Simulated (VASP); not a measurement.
# Ga2SnO (P4/nmm) in VASP: relaxation of cell and atoms with PBE

Aim: the relaxation of cell and atoms of Ga2SnO with PBE.

Program: VASP 6.6.1. These are calculated values, not measurements. Logs are shortened: lines on timing, memory, paths and dates and some standing lists are left out, and cuts for length are marked.

## 1. The crystal as given

The structure is tetragonal, space group P4/nmm (No. 129). The conventional cell has a = 3.925 Å, b = 3.925 Å, c = 9.916 Å, α = 90.00°, β = 90.00°, γ = 90.00°. Around Ga (site symmetry 4mm) lie 4 O at 2.10 Å. Around Ga (site symmetry 4mm) lie 5 Sn at 2.78 to 3.01 Å. Around Sn (site symmetry 4mm) lie 6 Ga at 2.71 to 3.01 Å. Around O (site symmetry -4m2) lie 4 Ga at 2.10 Å.

The cell was built by a generator and needn't be a form met in nature.

## 2. Relaxation of cell and atoms, PBE

The input, INCAR:

```
  PREC = Accurate
  ENCUT = 520
  EDIFF = 1E-6
  ISMEAR = 0
  SIGMA = 0.1
  LREAL = False
  LASPH = True
  NELM = 120
  ALGO = Normal
  ISIF = 3
  LWAVE = False
  LCHARG = False
  GGA = PE
  IBRION = 2
  NSW = 90
  EDIFFG = -0.01
  KPAR = 4
```

The input, KPOINTS:

```
regular mesh
0
Gamma
  8 8 4
```

The input, POSCAR:

```
Ga2SnO
1.0
    3.9250000000      0.0000000000      0.0000000000
    0.0000000000      3.9250000000      0.0000000000
    0.0000000000      0.0000000000      9.9160000000
Ga Sn O
4 2 2
Direct
    0.0000000000      0.5000000000      0.5759378800
    0.5000000000      0.0000000000      0.4240621200
    0.5000000000      0.0000000000      0.8468132300
    0.0000000000      0.5000000000      0.1531867700
    0.0000000000      0.5000000000      0.8494352600
    0.5000000000      0.0000000000      0.1505647400
    0.0000000000      0.0000000000      0.5000000000
    0.5000000000      0.5000000000      0.5000000000
```

Potentials or basis: VASP PAW PBE potentials, release 64 (Ga_d, Sn_d, O).

Launch:

```
> cat potpaw_PBE.64/Ga_d/POTCAR potpaw_PBE.64/Sn_d/POTCAR potpaw_PBE.64/O/POTCAR > POTCAR
> mpirun -np 4 vasp_std > vasp.out
```

OUTCAR:

```text
PREC = Accurate
   ENCUT = 520
   EDIFF = 1E-6
   ISMEAR = 0
   LREAL = False
   LASPH = True
   NELM = 120
   ISIF = 3
   GGA = PE
   IBRION = 2
   NSW = 90
   EDIFFG = -0.01

 ion  position               nearest neighbor table
   1  0.000  0.500  0.576-   7 2.10   8 2.10   7 2.10   8 2.10   5 2.71
   2  0.500  0.000  0.424-   7 2.10   8 2.10   8 2.10   7 2.10   6 2.71
   3  0.500  0.000  0.847-   5 2.78   5 2.78   5 2.78   5 2.78   6 3.01
   4  0.000  0.500  0.153-   6 2.78   6 2.78   6 2.78   6 2.78   5 3.01
   5  0.000  0.500  0.849-   1 2.71   3 2.78   3 2.78   3 2.78   3 2.78   4 3.01
   6  0.500  0.000  0.151-   2 2.71   4 2.78   4 2.78   4 2.78   4 2.78   3 3.01
   7  0.000  0.000  0.500-   1 2.10   2 2.10   1 2.10   2 2.10
   8  0.500  0.500  0.500-   1 2.10   2 2.10   2 2.10   1 2.10

  LATTYP: Found a simple tetragonal cell.
 ALAT       =     3.9250000000
 C/A-ratio  =     2.5263694268

  Lattice vectors:

 A1 = (   3.9250000000,   0.0000000000,   0.0000000000)
 A2 = (   0.0000000000,   3.9250000000,   0.0000000000)
 A3 = (   0.0000000000,   0.0000000000,   9.9160000000)

Analysis of symmetry for initial positions (statically):
=====================================================================
 Subroutine PRICEL returns:
 Original cell was already a primitive cell.

 Routine SETGRP: Setting up the symmetry group for a
 simple tetragonal supercell.

 Subroutine GETGRP returns: Found 16 space group operations
 (whereof  8 operations were pure point group operations)
 out of a pool of 16 trial point group operations.

The static configuration has the point symmetry D_2d.
 The point group associated with its full space group is D_4h.

Analysis of symmetry for dynamics (positions and initial velocities):
=====================================================================
 Subroutine PRICEL returns:
 Original cell was already a primitive cell.

 Routine SETGRP: Setting up the symmetry group for a
 simple tetragonal supercell.

 Subroutine GETGRP returns: Found 16 space group operations
 (whereof  8 operations were pure point group operations)
 out of a pool of 16 trial point group operations.

The dynamic configuration has the point symmetry D_2d.
 The point group associated with its full space group is D_4h.

 Subroutine INISYM returns: Found 16 space group operations
 (whereof  8 operations are pure point group operations),
 and found     1 'primitive' translations
[... 129 lines left out ...]
  Fermi-wavevector in a.u.,A,eV,Ry     =   1.382501  2.612548 26.004943  1.911309
  Thomas-Fermi vector in A             =   2.507187
   LORBIT       =      0    0 simple, 1 ext, 2 COOP (PROOUT), +10 PAW based schemes
   GGA     = PE    functional components
   LHFCALC =     F    Hartree Fock is set to
   AEXX    =    0.0000 exact exchange contribution
   IVDW    =     0    specifies the selected vdW correction
   LEPSILON=     F    determine dielectric tensor
   LRPA    =     F    only Hartree local field effects (RPA)
 conjugate gradient relaxation of ions
 non-spin polarized calculation
 Gauss-broadening in eV      SIGMA  =   0.10
  energy-cutoff  :      520.00
  volume of cell :      152.76
 maximum number of plane-waves:      4165
 NGX is ok and might be reduce to    30
   NGX = 15   NGY = 15   NGZ = 37

--------------------------------------- Ionic step        1  -------------------------------------------

 number of electron      91.9999951 magnetization

 Free energy of the ion-electron system (eV)
  ---------------------------------------------------
  ext. energy  EPLUGINS =         0.00000000
  ---------------------------------------------------
  free energy    TOTEN  =       -33.94311877 eV

  energy without entropy =      -33.93873518  energy(sigma->0) =      -33.94092697

------------------------ aborting loop because EDIFF is reached ----------------------------------------

  FORCE on cell =-STRESS in cart. coord.  units (eV):
  Direction    XX          YY          ZZ          XY          YZ          ZX
  --------------------------------------------------------------------------------------
  -------------------------------------------------------------------------------------
  Total       -0.0903144     -0.0903144      0.6252221      0.0000000      0.0000000      0.0000000
  in kB       -0.9472220     -0.9472220      6.5573605      0.0000000      0.0000000      0.0000000
  external PRESSURE =       1.5543055 kB  Pullay stress =       0.0000000 kB
[... 107 lines left out ...]
  FREE ENERGIE OF THE ION-ELECTRON SYSTEM (eV)
  ---------------------------------------------------
  free  energy   TOTEN  =       -34.0017984468 eV

  energy  without entropy=      -33.9975253151  energy(sigma->0) =      -33.99966188

[... ionic steps 4 to 23 ...]

--------------------------------------- Ionic step       24  -------------------------------------------

 number of electron      91.9999999 magnetization

------------------------ aborting loop because EDIFF is reached ----------------------------------------
[... 79 lines left out ...]
--------------------------------------- Ionic step       26  -------------------------------------------

 number of electron      91.9999999 magnetization

 Free energy of the ion-electron system (eV)
  ---------------------------------------------------
  ext. energy  EPLUGINS =         0.00000000
  ---------------------------------------------------
  free energy    TOTEN  =       -34.19099826 eV

  energy without entropy =      -34.17348086  energy(sigma->0) =      -34.18223956

 E-fermi :   5.7497     XC(G=0): -10.1432

 val. band max:        5.7455665995   @ k =   0.5000   0.1250   0.5000
 cond. band min:       5.7609081372   @ k =   0.5000   0.1250   0.2500
 fundamental gap:      0.0153415376
 Fermi energy:         5.7496911204

 k-point     1 :       0.0000    0.0000    0.0000
  band No.  band energies     occupation
      1     -15.7002      2.00000
      2     -15.6994      2.00000
      3     -15.6948      2.00000
      4     -15.6935      2.00000
      5     -15.6925      2.00000
      6     -15.6909      2.00000
[... 1381 lines left out ...]
     54      10.8120      0.00000
     55      11.3629      0.00000

 [... further k-points ...]

------------------------ aborting loop because EDIFF is reached ----------------------------------------

  FORCE on cell =-STRESS in cart. coord.  units (eV):
  Direction    XX          YY          ZZ          XY          YZ          ZX
  --------------------------------------------------------------------------------------
  -------------------------------------------------------------------------------------
  Total       -0.0031017     -0.0031017      0.0135064      0.0000000      0.0000000     -0.0000000
  in kB       -0.0318465     -0.0318465      0.1386761      0.0000000      0.0000000     -0.0000000
  external PRESSURE =       0.0249943 kB  Pullay stress =       0.0000000 kB
[... 23 lines left out ...]
  FREE ENERGIE OF THE ION-ELECTRON SYSTEM (eV)
  ---------------------------------------------------
  free  energy   TOTEN  =       -34.1909982643 eV

  energy  without entropy=      -34.1734808649  energy(sigma->0) =      -34.18223956

 reached required accuracy - stopping structural energy minimisation
```

OSZICAR:

```text
N       E                     dE             d eps       ncg     rms          rms(c)
DAV:   1     0.107737430353E+04    0.10774E+04   -0.43270E+04  5291   0.292E+03
DAV:   2     0.188809661845E+03   -0.88856E+03   -0.85967E+03  5014   0.775E+02
[... 211 lines left out ...]
  25 F= -.34190988E+02 E0= -.34182232E+02  d E =-.191996E-04
       N       E                     dE             d eps       ncg     rms          rms(c)
DAV:   1    -0.341910029697E+02   -0.14740E-04   -0.10435E-03  5659   0.152E-01    0.161E-02
DAV:   2    -0.341910005000E+02    0.24697E-05   -0.40881E-05  6770   0.522E-02    0.909E-03
DAV:   3    -0.341909980734E+02    0.24266E-05   -0.49616E-06  5137   0.175E-02    0.214E-03
DAV:   4    -0.341909982643E+02   -0.19091E-06   -0.14176E-06  2997   0.819E-03
  26 F= -.34190998E+02 E0= -.34182240E+02  d E =-.994018E-05
```

Wall time 26 min (4 MPI ranks of Intel Xeon Platinum 8488C (Sapphire Rapids), shared host); peak memory 0.48 GiB.

Results:

| Quantity | Value |
| --- | --- |
| Free energy | -34.1910 eV |
| Relaxed volume | 19.51 Å³/atom |
| Relaxed cell | a = 3.876 Å, b = 3.876 Å, c = 10.384 Å, α = 90.00°, β = 90.00°, γ = 90.00° |
| Space group after relaxing (to 0.05 Å) | P4/nmm (No. 129) |
| Energy gained by relaxing | 31.0 meV/atom |
| Ionic steps | 26 |
| Pressure after relaxing | 0.0 GPa |
| Largest force after relaxing | 0.010 eV/Å |
| Band gap on the k mesh | none (metal or under the smearing width) |

Forces in eV/Å, atoms in the order of the input:
```
Ga   0.000  0.000  0.000
Ga   0.000  0.000  0.000
Ga   0.000  0.000 -0.010
Ga   0.000  0.000  0.010
Sn   0.000  0.000 -0.004
Sn   0.000  0.000  0.004
O    0.000  0.000  0.000
O    0.000  0.000  0.000
```

Step by step:
```
step  energy change (eV)  largest force (eV/Å)  pressure (GPa)  volume (Å³)
   1              0.0000                0.4059            0.16       152.76
   2             -0.0262                0.3993           -0.01       153.17
   3             -0.0587                0.5670           -0.58       154.39
   4             -0.0735                0.5524           -0.41       154.16
   5             -0.1068                0.5128            0.23       153.47
   6             -0.1240                0.4207            1.52       152.03
   7             -0.1407                0.3917            1.35       152.48
   8             -0.1799                0.3149            0.83       153.85
   9             -0.2097                0.3584           -0.21       156.61
  10             -0.2241                0.2800           -0.13       156.28
  11             -0.2431                0.1528            0.17       155.25
  12             -0.2461                0.0572            0.12       155.55
  13             -0.2472                0.0515            0.08       155.90
  14             -0.2476                0.0236           -0.04       156.21
  15             -0.2476                0.0206           -0.09       156.32
  16             -0.2478                0.0125           -0.02       156.16
  17             -0.2478                0.0133            0.03       156.13
  18             -0.2478                0.0129           -0.04       156.14
  19             -0.2478                0.0118            0.03       156.05
  20             -0.2478                0.0105            0.05       156.03
  21             -0.2478                0.0117            0.01       156.04
  22             -0.2478                0.0125           -0.02       156.07
  23             -0.2479                0.0124           -0.03       156.09
  24             -0.2479                0.0108            0.05       156.05
  25             -0.2479                0.0130           -0.01       156.05
  26             -0.2479                0.0099            0.00       156.04
```

Final structure:
```cif
data_structure
_symmetry_space_group_name_H-M 'P 1'
_symmetry_Int_Tables_number 1
_cell_length_a 3.8765
_cell_length_b 3.8765
_cell_length_c 10.3843
_cell_angle_alpha 90.000
_cell_angle_beta 90.000
_cell_angle_gamma 90.000
_cell_volume 156.04
loop_
_atom_site_label
_atom_site_type_symbol
_atom_site_fract_x
_atom_site_fract_y
_atom_site_fract_z
_atom_site_occupancy
Ga1 Ga 0.00000 0.50000 0.57652 1
Ga2 Ga 0.50000 0.00000 0.42348 1
Ga3 Ga 0.50000 0.00000 0.89032 1
Ga4 Ga 0.00000 0.50000 0.10968 1
Sn1 Sn 0.00000 0.50000 0.83482 1
Sn2 Sn 0.50000 0.00000 0.16518 1
O1 O 0.00000 0.00000 0.50000 1
O2 O 0.50000 0.50000 0.50000 1
```
